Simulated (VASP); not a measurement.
Energy against volume of GaN (wurtzite). Calculation: r2SCAN meta-GGA, VASP's PBE PAW potentials (set 64) (plane waves; VASP). Run with 520 eV cut-off, 10×10×5 Γ-centred mesh, Gaussian smearing of 0.050 eV, potentials Ga_d N.

Shape and ions are relaxed at each volume.

| V (Å³/atom) | E (eV/atom) |
|---|---|
| 10.751 | -10.92711 |
| 11.094 | -10.94873 |
| 11.437 | -10.95553 |
| 11.780 | -10.94976 |

Problem. Fit these four points and predict the energy of the run at 12.123 Å³/atom.

Solution. A cubic in V^(−2/3), the third-order Birch-Murnaghan form, passes through the four points with V0 = 11.44 Å³/atom and B0 = 195 GPa, and gives -10.9333 eV/atom there. The run gave -10.9333 eV/atom, +0.0 meV/atom from the fit; all five points give B0 = 195 GPa.

The compound is GaN in the wurtzite structure. It was relaxed first.
